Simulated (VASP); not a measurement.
Computed with SCAN meta-GGA, VASP's PBE PAW potentials (set 64) (plane waves; VASP).

The input files of a VASP run:

**POSCAR**
```
Re
1.0
  1.3805060011  -2.3911064217   0.0000000000
  1.3805060011   2.3911064217   0.0000000000
  0.0000000000   0.0000000000   4.4745515702
Re
2
direct
  0.3333330000   0.6666670000   0.2500000000
  0.6666670000   0.3333330000   0.7500000000
```

### INCAR
```
LMIXTAU = T
LREAL = F
LMAXMIX = 6   ! l cut-off of mixed one-centre charges
LASPH = T   ! aspherical one-centre terms
ISIF = 4   ! ions and shape, fixed volume
PREC = Accurate
SIGMA = 0.1
LCHARG = F
NELM = 100   ! most electronic steps
EDIFFG = -0.01   ! ionic stop
LWAVE = F
IBRION = 2   ! conjugate gradients
SYSTEM = Re
METAGGA = SCAN
ENCUT = 520
ALGO = Normal
NSW = 30
EDIFF = 1E-7
ISMEAR = 1   ! Methfessel-Paxton
```

**KPOINTS**
```
Automatic mesh
0
Gamma
15 15 8
0 0 0
```

POTCAR, in this order: Re (PBE.64 set). Program: vasp_std.

Output

**OSZICAR**
```
       N       E                     dE             d eps       ncg     rms          rms(c)
DAV:   1    -0.825701660175E+02   -0.82570E+02   -0.71600E+03  5220   0.160E+03
DAV:   2    -0.135371715757E+03   -0.52802E+02   -0.45529E+02  4553   0.338E+02
DAV:   3    -0.142532498104E+03   -0.71608E+01   -0.57578E+01  4939   0.277E+02
DAV:   4    -0.142971509783E+03   -0.43901E+00   -0.39402E+00  5481   0.363E+01
DAV:   5    -0.142986338442E+03   -0.14829E-01   -0.14056E-01  5221   0.387E+00    0.924E+01
DAV:   6    -0.142677030935E+03    0.30931E+00   -0.51021E+00  4960   0.879E+01    0.212E+01
DAV:   7    -0.141967322194E+03    0.70971E+00   -0.45265E-01  4920   0.103E+01    0.130E+01
DAV:   8    -0.142390295493E+03   -0.42297E+00   -0.84272E-01  5432   0.336E+01    0.803E+00
DAV:   9    -0.142177975299E+03    0.21232E+00   -0.48650E-01  4951   0.131E+01    0.217E+00
DAV:  10    -0.142186561950E+03   -0.85867E-02   -0.13942E-02  5057   0.238E+00    0.273E+00
DAV:  11    -0.142185828167E+03    0.73378E-03   -0.60052E-02  4811   0.391E+00    0.411E-01
DAV:  12    -0.142193554455E+03   -0.77263E-02   -0.20450E-02  4647   0.220E+00    0.179E+00
DAV:  13    -0.142199190596E+03   -0.56361E-02   -0.14387E-02  4653   0.229E+00    0.109E+00
DAV:  14    -0.142186012669E+03    0.13178E-01   -0.32372E-02  4606   0.262E+00    0.351E-01
DAV:  15    -0.142185719661E+03    0.29301E-03   -0.30809E-03  4731   0.923E-01    0.160E-01
DAV:  16    -0.142185844344E+03   -0.12468E-03   -0.86280E-05  5027   0.187E-01    0.219E-01
DAV:  17    -0.142185678738E+03    0.16561E-03   -0.90751E-05  4660   0.170E-01    0.226E-01
DAV:  18    -0.142185269422E+03    0.40932E-03   -0.19527E-03  4714   0.680E-01    0.240E-02
DAV:  19    -0.142185251017E+03    0.18404E-04   -0.16252E-04  4573   0.227E-01    0.393E-02
DAV:  20    -0.142185244571E+03    0.64464E-05   -0.18693E-05  4854   0.850E-02    0.308E-02
DAV:  21    -0.142185236943E+03    0.76282E-05   -0.52325E-05  4954   0.119E-01    0.304E-03
DAV:  22    -0.142185233613E+03    0.33293E-05   -0.51153E-06  4579   0.402E-02    0.263E-03
DAV:  23    -0.142185232650E+03    0.96326E-06   -0.12353E-06  4600   0.153E-02    0.256E-03
DAV:  24    -0.142185233741E+03   -0.10911E-05   -0.95882E-08  2079   0.104E-02    0.423E-03
DAV:  25    -0.142185233533E+03    0.20759E-06   -0.71014E-07  4298   0.136E-02    0.898E-04
DAV:  26    -0.142185232445E+03    0.10882E-05   -0.11439E-07  2153   0.997E-03    0.525E-03
DAV:  27    -0.142185232679E+03   -0.23382E-06   -0.52887E-08  1950   0.132E-02    0.850E-04
DAV:  28    -0.142185232571E+03    0.10811E-06   -0.35383E-08  1944   0.775E-03    0.342E-03
DAV:  29    -0.142185232318E+03    0.25313E-06   -0.80411E-08  1956   0.861E-03    0.263E-03
DAV:  30    -0.142185232352E+03   -0.33953E-07   -0.53350E-08  1896   0.135E-02
   1 F= -.14218523E+03 E0= -.14218547E+03  d E =-.142185E+03
       N       E                     dE             d eps       ncg     rms          rms(c)
DAV:   1    -0.142185325343E+03   -0.93025E-04   -0.13818E-02  4473   0.450E+00    0.691E-02
DAV:   2    -0.142185281420E+03    0.43923E-04   -0.21711E-04  5712   0.273E-01    0.584E-02
DAV:   3    -0.142185281422E+03   -0.12776E-08   -0.86360E-04  4454   0.375E-01    0.170E-02
DAV:   4    -0.142185241802E+03    0.39620E-04   -0.45094E-04  4482   0.274E-01    0.232E-02
DAV:   5    -0.142185222333E+03    0.19469E-04   -0.51151E-05  4525   0.976E-02    0.993E-03
DAV:   6    -0.142185227942E+03   -0.56092E-05   -0.13843E-05  4616   0.610E-02    0.547E-03
DAV:   7    -0.142185233971E+03   -0.60285E-05   -0.77566E-05  4015   0.129E-01    0.321E-03
DAV:   8    -0.142185222838E+03    0.11133E-04   -0.28589E-05  4360   0.795E-02    0.131E-03
DAV:   9    -0.142185223263E+03   -0.42516E-06   -0.91394E-07  4387   0.158E-02    0.302E-04
DAV:  10    -0.142185222979E+03    0.28391E-06   -0.18595E-07  2014   0.834E-03    0.211E-03
DAV:  11    -0.142185222995E+03   -0.16207E-07   -0.45260E-08  1695   0.154E-02
   2 F= -.14218522E+03 E0= -.14218550E+03  d E =0.935677E-05
       N       E                     dE             d eps       ncg     rms          rms(c)
DAV:   1    -0.142185285694E+03   -0.62716E-04   -0.40759E-03  4467   0.245E+00    0.376E-02
DAV:   2    -0.142185276674E+03    0.90203E-05   -0.62991E-05  5732   0.147E-01    0.317E-02
DAV:   3    -0.142185270589E+03    0.60848E-05   -0.25082E-04  4434   0.202E-01    0.918E-03
DAV:   4    -0.142185261424E+03    0.91652E-05   -0.13240E-04  4470   0.148E-01    0.125E-02
DAV:   5    -0.142185256649E+03    0.47748E-05   -0.15723E-05  4524   0.539E-02    0.501E-03
DAV:   6    -0.142185256567E+03    0.82521E-07   -0.47729E-06  4605   0.354E-02    0.272E-03
DAV:   7    -0.142185259384E+03   -0.28168E-05   -0.19630E-05  4064   0.644E-02    0.173E-03
DAV:   8    -0.142185256400E+03    0.29840E-05   -0.72209E-06  4303   0.398E-02    0.658E-04
DAV:   9    -0.142185256117E+03    0.28242E-06   -0.16627E-07  1930   0.856E-03    0.867E-04
DAV:  10    -0.142185256156E+03   -0.38656E-07   -0.38711E-08  1683   0.135E-02
   3 F= -.14218526E+03 E0= -.14218551E+03  d E =-.238041E-04
```

### OUTCAR
```
------------------------ aborting loop because EDIFF is reached ----------------------------------------
  FORCE on cell =-STRESS in cart. coord.  units (eV):
  Direction    XX          YY          ZZ          XY          YZ          ZX
  --------------------------------------------------------------------------------------
  Total       -2.1197401     -2.1197399     -2.1181710     -0.0000000     -0.0000000      0.0000000
  in kB     -114.9678688   -114.9678585   -114.8827639     -0.0000000     -0.0000000      0.0000000
  external PRESSURE =    -114.9394971 kB  Pullay stress =       0.0000000 kB
  volume of cell :       29.54
      direct lattice vectors                 reciprocal lattice vectors
     1.380096397 -2.390396972  0.000000000     0.362293533 -0.209170278  0.000000000
     1.380096397  2.390396972  0.000000000     0.362293533  0.209170278 -0.000000000
     0.000000000  0.000000000  4.477207994    -0.000000000  0.000000000  0.223353483
 POSITION                                       TOTAL-FORCE (eV/Angst)
 -----------------------------------------------------------------------------------
      1.38010      0.79680      1.11930         0.000000      0.000000      0.000000
      1.38010     -0.79680      3.35791        -0.000000     -0.000000      0.000000
 -----------------------------------------------------------------------------------
    total drift:                               -0.000000      0.000014     -0.000016
  FREE ENERGIE OF THE ION-ELECTRON SYSTEM (eV)
  ---------------------------------------------------
  free  energy   TOTEN  =      -142.1852561559 eV

  energy  without entropy=     -142.1860249372  energy(sigma->0) =     -142.18551242

 reached required accuracy - stopping structural energy minimisation
```
(Selected blocks of OUTCAR.)

CONTCAR:
```
Re
   1.00000000000000
     1.3800963968102213   -2.3903969716139697    0.0000000000000000
     1.3800963968102213    2.3903969716139697    0.0000000000000000
     0.0000000000000000    0.0000000000000000    4.4772079942377729
  Re
     2
Direct
     0.3333330000000032    0.6666669999999968    0.2500000000000000
     0.6666669999999968    0.3333330000000032    0.7500000000000000
```

The compound is Re in the hcp structure. This cell is one point of a volume scan, at 1.03 of the reference volume. Symmetry was kept, so distortions that lower it aren't found.
